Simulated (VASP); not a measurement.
**NaCl (Halite): the band gap, functional by functional**

How does the band gap of NaCl (Halite) depend on the functional? The starting structure is a measured crystal structure from the Crystallography Open Database. Cell and atoms stay as given. Meshes and data sets differ where the inputs say so.

Calculated with VASP 6.6.1; Kohn-Sham DFT with plane waves and PAW; LDA, PBE, r2SCAN, TB-mBJ, HSE06, PBE0 and r2SCAN-EpsX.

## 1. The starting structure

It takes space group Fm-3m (No. 225, cubic). Conventional cell: a = 5.641 Å, b = 5.641 Å, c = 5.641 Å, α = 90.00°, β = 90.00°, γ = 90.00°. Cl has 6 Na at 2.82 Å nearest. Na has 6 Cl at 2.82 Å nearest. Farther neighbours and most contacts between anions are not listed.

## 2. Bands with LDA

LDA, the lowest rung, knows the local density alone.

File INCAR:

```
SYSTEM = NaCl
PREC = Accurate
ENCUT = 350
EDIFF = 1E-06
NELM = 100
ISMEAR = 0
SIGMA = 0.03
LREAL = .FALSE.
ALGO = Normal
GGA = CA
NBANDS = 19
LORBIT = 11
LWAVE = .FALSE.
LCHARG = .FALSE.
KPAR = 4
```

File POSCAR:

```
NaCl
1.0
    0.0000000000      2.8202800000      2.8202800000
    2.8202800000      0.0000000000      2.8202800000
    2.8202800000      2.8202800000      0.0000000000
Cl Na
1 1
Direct
    0.5000000000      0.5000000000      0.5000000000
    0.0000000000      0.0000000000      0.0000000000
```

File KPOINTS:

```
Automatic mesh
0
Gamma
6 6 6
0 0 0
```

File KPOINTS_OPT:

```
Line mode
10
Line-mode
Reciprocal
  0.00000000   0.00000000   0.00000000 GAMMA
  0.50000000   0.00000000   0.50000000 X

  0.50000000   0.00000000   0.50000000 X
  0.50000000   0.25000000   0.75000000 W

  0.50000000   0.25000000   0.75000000 W
  0.37500000   0.37500000   0.75000000 K

  0.37500000   0.37500000   0.75000000 K
  0.00000000   0.00000000   0.00000000 GAMMA

  0.00000000   0.00000000   0.00000000 GAMMA
  0.50000000   0.50000000   0.50000000 L

  0.50000000   0.50000000   0.50000000 L
  0.62500000   0.25000000   0.62500000 U

  0.62500000   0.25000000   0.62500000 U
  0.50000000   0.25000000   0.75000000 W

  0.50000000   0.25000000   0.75000000 W
  0.50000000   0.50000000   0.50000000 L

  0.50000000   0.50000000   0.50000000 L
  0.37500000   0.37500000   0.75000000 K

  0.62500000   0.25000000   0.62500000 U
  0.50000000   0.00000000   0.50000000 X
```

Potentials, in the order of the species: Cl and Na_pv (LDA family, release 64).

Launch:

```bash
mpirun -np 4 vasp_std
```

The log of the run:

```text
[banner, memory and clock lines left out]
running    4 mpi-ranks, on    1 nodes
 distrk:  each k-point on    1 cores,    4 groups
 distr:  one band on    1 cores,    1 groups

 POSCAR found type information on POSCAR ClNa
 POSCAR found :  2 types and       2 ions
 LDA part: xc-table for (Slater(with rela. corr.)+CA(PZ))
 , standard interpolation
 POSCAR, INCAR and KPOINTS ok, starting setup
 FFT: planning ... GRIDC
 FFT: planning ... GRID_SOFT
 FFT: planning ... GRID
 WAVECAR not read
 entering main loop
       N       E                     dE             d eps       ncg     rms          rms(c)
DAV:   1     0.846170936265E+02    0.84617E+02   -0.53720E+03   624   0.555E+02
DAV:   2    -0.195987969288E+01   -0.86577E+02   -0.80939E+02   684   0.182E+02
DAV:   3    -0.749343343524E+01   -0.55336E+01   -0.54995E+01   747   0.477E+01
DAV:   4    -0.755507887042E+01   -0.61645E-01   -0.61616E-01   754   0.515E+00
DAV:   5    -0.755597992229E+01   -0.90105E-03   -0.90101E-03   725   0.648E-01    0.197E+00
DAV:   6    -0.737735687207E+01    0.17862E+00   -0.18334E-01   777   0.239E+00    0.139E+00
DAV:   7    -0.735769845467E+01    0.19658E-01   -0.42282E-02   838   0.103E+00    0.972E-01
DAV:   8    -0.735603605159E+01    0.16624E-02   -0.63955E-03   701   0.527E-01    0.402E-01
DAV:   9    -0.735574190477E+01    0.29415E-03   -0.36233E-04   693   0.103E-01    0.178E-01
DAV:  10    -0.735572048110E+01    0.21424E-04   -0.14180E-04   773   0.664E-02    0.268E-02
DAV:  11    -0.735571878232E+01    0.16988E-05   -0.66560E-06   736   0.187E-02    0.339E-03
DAV:  12    -0.735571883424E+01   -0.51917E-07   -0.16029E-07   403   0.286E-03
   1 F= -.73557188E+01 E0= -.73557188E+01  d E =-.755274E-25
 Start KPOINTS_OPT (optional k-point list driver)
k-point batch [1-16\100]
       N       E                     dE             ncg
DAV:   1    -0.114394348773E+04   -0.58151E+04      624
DAV:   2    -0.257746056074E+04   -0.14335E+04      693
DAV:   3    -0.266973139833E+04   -0.92271E+02      743
DAV:   4    -0.267078606619E+04   -0.10547E+01      732
DAV:   5    -0.267080039498E+04   -0.14329E-01      735
DAV:   6    -0.267080071950E+04   -0.32452E-03      753
DAV:   7    -0.267080072854E+04   -0.90390E-05      750
DAV:   8    -0.267080072877E+04   -0.23320E-06      545
[...]
k-point batch [97-100\100]
       N       E                     dE             ncg
DAV:   1     0.459133188721E+04   -0.21892E+04      152
DAV:   2     0.423698344699E+04   -0.35435E+03      203
DAV:   3     0.421453428298E+04   -0.22449E+02      166
DAV:   4     0.421428012395E+04   -0.25416E+00      192
DAV:   5     0.421427643240E+04   -0.36915E-02      176
DAV:   6     0.421427634261E+04   -0.89793E-04      186
DAV:   7     0.421427633985E+04   -0.27581E-05      184
DAV:   8     0.421427633977E+04   -0.77313E-07      146
```

Run time: 12 s. Hardware: 4 MPI ranks of AMD EPYC 7R43, shared host; peak memory 0.41 GiB; 43 s of CPU time.

Lines that name or quote the potential files are left out of all logs, and their timing lines are given in words.

OUTCAR, selected parts (step 2):

```text
ion  position               nearest neighbor table
   1  0.500  0.500  0.500-
   2  0.000  0.000  0.000-

  LATTYP: Found a face centered cubic cell.
 ALAT       =     5.6405600000

 Subroutine GETGRP returns: Found 48 space group operations
 (whereof 48 operations were pure point group operations)

The static configuration has the point symmetry O_h .

 Found     16 irreducible k-points:

   k-points           NKPTS =     16   k-points in BZ     NKDIM =     16   number of bands    NBANDS=     19

   dimension x,y,z NGX =    24 NGY =   24 NGZ =   24
   dimension x,y,z NGXF=    48 NGYF=   48 NGZF=   48

   ENCUT  =  350.0 eV  25.72 Ry    5.07 a.u.   6.08  6.08  6.08*2*pi/ulx,y,z

   NELECT =      14.0000    total number of electrons

 k-points in reciprocal lattice and weights: Automatic mesh
   0.00000000  0.00000000  0.00000000       0.005
   0.16666667  0.00000000  0.00000000       0.037
   0.33333333  0.00000000  0.00000000       0.037
   0.50000000  0.00000000  0.00000000       0.019
   0.16666667  0.16666667  0.00000000       0.028
   0.33333333  0.16666667  0.00000000       0.111
   0.50000000  0.16666667  0.00000000       0.111
  -0.33333333  0.16666667  0.00000000       0.111
  -0.16666667  0.16666667  0.00000000       0.056
[...]
-0.33333333  0.33333333  0.16666667       0.111
  -0.33333333  0.50000000  0.16666667       0.056

 average (electrostatic) potential at core
       1 -97.6595       2 -46.1181

 E-fermi :  -0.7399

 k-point     1 :       0.0000    0.0000    0.0000
  band No.  band energies     occupation
    ...
      3     -21.7214      2.00000
      4     -13.5350      2.00000
      5      -0.9510      2.00000
      6      -0.9510      2.00000
      7      -0.9510      2.00000
      8       3.7447      0.00000
      9       9.8967      0.00000
     10       9.8967      0.00000
     11       9.8967      0.00000
     12      12.1269      0.00000
    ...

 k-point     2 :       0.1667    0.0000    0.0000
  band No.  band energies     occupation
    ...
      3     -21.7220      2.00000
      4     -13.4501      2.00000
      5      -1.5935      2.00000
      6      -1.0230      2.00000
      7      -1.0230      2.00000
      8       4.5835      0.00000
      9       9.0639      0.00000
     10      10.1770      0.00000
     11      10.1770      0.00000
     12      11.7602      0.00000
    ...

 k-point     3 :       0.3333    0.0000    0.0000
  band No.  band energies     occupation
    ...
      3     -21.7232      2.00000
      4     -13.2725      2.00000
      5      -2.5654      2.00000
      6      -1.1602      2.00000
      7      -1.1602      2.00000
      8       5.7139      0.00000
      9       8.7934      0.00000
     10       9.9638      0.00000
     11       9.9638      0.00000
     12      12.8582      0.00000
    ...

  Total       -0.7016641     -0.7016641     -0.7016641      0.0000000     -0.0000000      0.0000000
  in kB      -25.0572358    -25.0572358    -25.0572358      0.0000000     -0.0000000      0.0000000
  external PRESSURE =     -25.0572358 kB  Pullay stress =       0.0000000 kB

  energy-cutoff  :      350.00
  volume of cell :       44.86
      direct lattice vectors                 reciprocal lattice vectors
     0.000000000  2.820280000  2.820280000    -0.177287362  0.177287362  0.177287362
     2.820280000  0.000000000  2.820280000     0.177287362 -0.177287362  0.177287362
     2.820280000  2.820280000  0.000000000     0.177287362  0.177287362 -0.177287362

 POSITION                                       TOTAL-FORCE (eV/Angst)
 -----------------------------------------------------------------------------------
      2.82028      2.82028      2.82028         0.000000     -0.000000      0.000000
      0.00000      0.00000      0.00000        -0.000000      0.000000     -0.000000
 -----------------------------------------------------------------------------------
    total drift:                                0.000000     -0.000000     -0.000000

  FREE ENERGIE OF THE ION-ELECTRON SYSTEM (eV)
  ---------------------------------------------------
  free  energy   TOTEN  =        -7.3557188342 eV

  energy  without entropy=       -7.3557188342  energy(sigma->0) =       -7.35571883

 total charge
# of ion       s       p       d       tot
------------------------------------------
    1        1.584   3.542   0.000   5.125
    2        0.045   5.977   0.000   6.022
--------------------------------------------------
tot          1.629   9.518   0.000  11.147

[... 3 further parts left out ...]
```

At this level the cell is under a tension of 2.5 GPa, so at these settings it is away from equilibrium.

LDA gives a direct gap of 4.696 eV.

## 3. Bands with PBE

PBE, the usual starting point, adds the gradient of the density.

Changes to INCAR since step 2:

```diff
@@ -9,3 +9,3 @@
 ALGO = Normal
-GGA = CA
+GGA = PE
 NBANDS = 19
```

POSCAR is that of step 2.

KPOINTS is that of step 2.

KPOINTS_OPT is that of step 2.

The projector-augmented-wave data sets are Cl and Na_pv (PBE family, release 64).

Launch:

```bash
mpirun -np 4 vasp_std
```

The log of the run:

```text
[banner, memory and clock lines left out]
running    4 mpi-ranks, on    1 nodes
[...]
LDA part: xc-table for (Slater+PW92), standard interpolation
 POSCAR, INCAR and KPOINTS ok, starting setup
[...]
entering main loop
       N       E                     dE             d eps       ncg     rms          rms(c)
DAV:   1     0.867643465681E+02    0.86764E+02   -0.53911E+03   632   0.565E+02
DAV:   2    -0.102927551108E+01   -0.87794E+02   -0.81987E+02   690   0.185E+02
DAV:   3    -0.690362475386E+01   -0.58743E+01   -0.58364E+01   736   0.494E+01
DAV:   4    -0.697253483617E+01   -0.68910E-01   -0.68874E-01   759   0.546E+00
[...]
DAV:   9    -0.677526242325E+01    0.22685E-03   -0.30189E-04   702   0.965E-02    0.185E-01
DAV:  10    -0.677534703652E+01   -0.84613E-04   -0.18328E-04   668   0.819E-02    0.293E-02
DAV:  11    -0.677534786103E+01   -0.82450E-06   -0.50725E-06   769   0.172E-02
   1 F= -.67753479E+01 E0= -.67753479E+01  d E =-.600065E-36
 Start KPOINTS_OPT (optional k-point list driver)
k-point batch [1-16\100]
       N       E                     dE             ncg
DAV:   1    -0.110289319171E+04   -0.57740E+04      640
DAV:   2    -0.252994794777E+04   -0.14271E+04      723
DAV:   3    -0.262397349776E+04   -0.94026E+02      737
DAV:   4    -0.262508499929E+04   -0.11115E+01      751
DAV:   5    -0.262510152316E+04   -0.16524E-01      730
DAV:   6    -0.262510192376E+04   -0.40060E-03      753
DAV:   7    -0.262510193574E+04   -0.11981E-04      738
DAV:   8    -0.262510193607E+04   -0.32954E-06      564
[...]
k-point batch [97-100\100]
       N       E                     dE             ncg
DAV:   1     0.459010529889E+04   -0.21904E+04      160
DAV:   2     0.424809529891E+04   -0.34201E+03      203
DAV:   3     0.422618233152E+04   -0.21913E+02      166
DAV:   4     0.422592754806E+04   -0.25478E+00      184
DAV:   5     0.422592350215E+04   -0.40459E-02      189
DAV:   6     0.422592339735E+04   -0.10479E-03      189
DAV:   7     0.422592339394E+04   -0.34113E-05      189
DAV:   8     0.422592339384E+04   -0.10227E-06      117
```

Run time: 9.8 s. Hardware: 4 MPI ranks; peak memory 0.4 GiB.

OUTCAR, selected parts (step 3):

```text
  Total        0.1921104      0.1921104      0.1921104      0.0000000     -0.0000000      0.0000000
  in kB        6.8604835      6.8604835      6.8604835      0.0000000     -0.0000000      0.0000000
  external PRESSURE =       6.8604835 kB  Pullay stress =       0.0000000 kB

 POSITION                                       TOTAL-FORCE (eV/Angst)
 -----------------------------------------------------------------------------------
      2.82028      2.82028      2.82028        -0.000000      0.000000      0.000000
      0.00000      0.00000      0.00000         0.000000     -0.000000     -0.000000
 -----------------------------------------------------------------------------------
    total drift:                                0.000000     -0.000000     -0.000000

  FREE ENERGIE OF THE ION-ELECTRON SYSTEM (eV)
  ---------------------------------------------------
  free  energy   TOTEN  =        -6.7753478610 eV

  energy  without entropy=       -6.7753478610  energy(sigma->0) =       -6.77534786

[... 2 parts as in an earlier step ...]

[... 1 further part left out ...]
[key lines of the parts left out:]
E-fermi :  -0.4717
```

PBE gives a direct gap of 5.100 eV. The least gap is +0.404 eV from that of LDA.

## 4. Bands with r2SCAN

r2SCAN adds the kinetic-energy density, costs more than a GGA and is run with LASPH.

Changes to INCAR since step 3:

```diff
@@ -9,3 +9,4 @@
 ALGO = Normal
-GGA = PE
+METAGGA = R2SCAN
+LASPH = .TRUE.
 NBANDS = 19
```

POSCAR is that of step 3.

KPOINTS is that of step 3.

KPOINTS_OPT is that of step 3.

Launch:

```bash
mpirun -np 4 vasp_std
```

The log of the run:

```text
[banner, memory and clock lines left out]
running    4 mpi-ranks, on    1 nodes
[...]
|                                                                             |
|               ----> ADVICE to this user running VASP <----                  |
|                                                                             |
|     You enforced a specific xc type in the INCAR file but a different       |
|     [... a line on the potential file left out ...]
|     I HOPE YOU KNOW WHAT YOU ARE DOING!                                     |
|                                                                             |

 LDA part: xc-table for (None), standard interpolation
 POSCAR, INCAR and KPOINTS ok, starting setup
[...]
entering main loop
       N       E                     dE             d eps       ncg     rms          rms(c)
DAV:   1     0.808822148442E+02    0.80882E+02   -0.55084E+03   632   0.579E+02
DAV:   2    -0.990002256885E+01   -0.90782E+02   -0.84749E+02   690   0.191E+02
[...]
DAV:  16    -0.137851349670E+02    0.11643E-05   -0.29315E-09   343   0.392E-04    0.245E-04
DAV:  17    -0.137851346840E+02    0.28292E-06   -0.88085E-10   331   0.187E-04
   1 F= -.13785135E+02 E0= -.13785135E+02  d E =-.470793E-29
 Start KPOINTS_OPT (optional k-point list driver)
k-point batch [1-16\100]
       N       E                     dE             ncg
DAV:   1    -0.118442604257E+04   -0.58556E+04      632
DAV:   2    -0.270850356566E+04   -0.15241E+04      704
DAV:   3    -0.280680536295E+04   -0.98302E+02      732
DAV:   4    -0.280801571449E+04   -0.12104E+01      754
DAV:   5    -0.280803433365E+04   -0.18619E-01      735
DAV:   6    -0.280803481175E+04   -0.47810E-03      748
DAV:   7    -0.280803482683E+04   -0.15086E-04      762
DAV:   8    -0.280803482727E+04   -0.43363E-06      546
[...]
k-point batch [97-100\100]
       N       E                     dE             ncg
DAV:   1     0.458451403139E+04   -0.21960E+04      152
DAV:   2     0.420485616169E+04   -0.37966E+03      203
DAV:   3     0.418035114996E+04   -0.24505E+02      169
DAV:   4     0.418005114110E+04   -0.30001E+00      184
DAV:   5     0.418004614725E+04   -0.49938E-02      184
DAV:   6     0.418004600458E+04   -0.14267E-03      197
DAV:   7     0.418004599954E+04   -0.50428E-05      184
DAV:   8     0.418004599937E+04   -0.16875E-06      143
```

Elapsed: 44 s, on 4 MPI ranks; peak memory 0.44 GiB; 2.9 min of CPU time.

Parts of OUTCAR (step 4):

```text
  Total       -0.2245373     -0.2245373     -0.2245373      0.0000000      0.0000000     -0.0000000
  in kB       -8.0184850     -8.0184850     -8.0184850      0.0000000      0.0000000     -0.0000000
  external PRESSURE =      -8.0184850 kB  Pullay stress =       0.0000000 kB

 POSITION                                       TOTAL-FORCE (eV/Angst)
 -----------------------------------------------------------------------------------
      2.82028      2.82028      2.82028         0.000000      0.000000     -0.000000
      0.00000      0.00000      0.00000         0.000000     -0.000000      0.000000
 -----------------------------------------------------------------------------------
    total drift:                                0.000000     -0.000000     -0.000000

  FREE ENERGIE OF THE ION-ELECTRON SYSTEM (eV)
  ---------------------------------------------------
  free  energy   TOTEN  =       -13.7851346840 eV

  energy  without entropy=      -13.7851346840  energy(sigma->0) =      -13.78513468

[... 2 parts as in an earlier step ...]

[... 1 further part left out ...]
[key lines of the parts left out:]
E-fermi :  -0.9326
```

r2SCAN gives a direct gap of 5.919 eV. The least gap is +1.224 eV from that of LDA.

## 5. Bands with TB-mBJ

TB-mBJ is a local potential fitted to gaps: it costs far less than a hybrid but gives no energy. Its energies, forces and stress mean nothing.

Changes to INCAR since step 4:

```diff
@@ -4,3 +4,3 @@
 EDIFF = 1E-06
-NELM = 100
+NELM = 150
 ISMEAR = 0
@@ -9,3 +9,3 @@
 ALGO = Normal
-METAGGA = R2SCAN
+METAGGA = MBJ
 LASPH = .TRUE.
```

POSCAR is that of step 4.

KPOINTS is that of step 4.

KPOINTS_OPT is that of step 4.

Launch:

```bash
mpirun -np 4 vasp_std
```

The log of the run:

```text
[banner, memory and clock lines left out]
running    4 mpi-ranks, on    1 nodes
[...]
[... a notice as in an earlier step ...]

 LDA part: xc-table for (None), standard interpolation
 POSCAR, INCAR and KPOINTS ok, starting setup
[...]
entering main loop
       N       E                     dE             d eps       ncg     rms          rms(c)
DAV:   1     0.147905291282E+03    0.14791E+03   -0.52819E+03   632   0.558E+02
DAV:   2     0.591286967018E+02   -0.88777E+02   -0.82691E+02   690   0.184E+02
DAV:   3     0.534216910571E+02   -0.57070E+01   -0.56722E+01   744   0.480E+01
DAV:   4     0.533584438698E+02   -0.63247E-01   -0.63214E-01   759   0.516E+00
[...]
DAV:   8     0.521560749070E+02   -0.63849E+00   -0.14919E+00   637   0.572E+00    0.131E+01
DAV:   9     0.531673947506E+02    0.10113E+01   -0.11843E+00   644   0.555E+00    0.887E+00
DAV:  10     0.563626544071E+02    0.31953E+01   -0.66063E+00   623   0.119E+01    0.164E+01
[... 130 further cycles ...]
[...]
|     density mixing parameters otherwise.                                    |
|                                                                             |

   1 F= 0.17545818E+03 E0= 0.17545904E+03  d E =-.171609E-02
 Start KPOINTS_OPT (optional k-point list driver)
k-point batch [1-16\100]
       N       E                     dE             ncg
DAV:   1    -0.124767390496E+06   -0.12944E+06      906
DAV:   2    -0.138857586545E+06   -0.14090E+05      960
DAV:   3    -0.139742780537E+06   -0.88519E+03     1112
DAV:   4    -0.139778448808E+06   -0.35668E+02     1032
[...]
DAV:  14    -0.139784966295E+06   -0.46670E-05      861
DAV:  15    -0.139784966297E+06   -0.24204E-05      866
DAV:  16    -0.139784966297E+06   -0.16374E-06      837
[...]
k-point batch [97-100\100]
       N       E                     dE             ncg
DAV:   1    -0.261602572986E+05   -0.32941E+05      220
DAV:   2    -0.300513089047E+05   -0.38911E+04      240
DAV:   3    -0.303290348192E+05   -0.27773E+03      280
DAV:   4    -0.303385009034E+05   -0.94661E+01      256
[...]
DAV:   9    -0.303394656170E+05   -0.59458E-04      304
DAV:  10    -0.303394656230E+05   -0.60291E-05      280
DAV:  11    -0.303394656239E+05   -0.87719E-06      258
```

Run time: 89 s. Hardware: 4 MPI ranks; peak memory 0.44 GiB.

OUTCAR, selected parts (step 5):

```text
  Total      243.2933502    243.2933502    243.2933502     -0.0000000     -0.0000000     -0.0000000
  in kB     8688.2866816   8688.2866816   8688.2866816     -0.0000000     -0.0000000     -0.0000000
  external PRESSURE =    8688.2866816 kB  Pullay stress =       0.0000000 kB

 POSITION                                       TOTAL-FORCE (eV/Angst)
 -----------------------------------------------------------------------------------
      2.82028      2.82028      2.82028         0.000000     -0.000000      0.000000
      0.00000      0.00000      0.00000        -0.000000      0.000000      0.000000
 -----------------------------------------------------------------------------------
    total drift:                               -0.000000      0.000000      0.000000

  FREE ENERGIE OF THE ION-ELECTRON SYSTEM (eV)
  ---------------------------------------------------
  free  energy   TOTEN  =       175.4581815877 eV

  energy  without entropy=      175.4598976818  energy(sigma->0) =      175.45903963

[... 2 parts as in an earlier step ...]

[... 1 further part left out ...]
[key lines of the parts left out:]
E-fermi :  21.4171
```

The log as kept lacks single lines of electronic cycles.

The electronic loop didn't reach EDIFF within its 150 cycles (NELM).

[end of part 1 of 2]

[Lines on the potential files, build, host, timing and source positions are cut from VASP's logs without a mark.]

[Logs are printed without paths, hosts, clocks, repeated set-up lines and the standing remarks that a program may print on its own settings, such as how far it seeks lower states.]

[Hosts, paths, dates, database ids (printed as entryN), source tags and the programs' standing remarks are cut or masked in the printed files.]
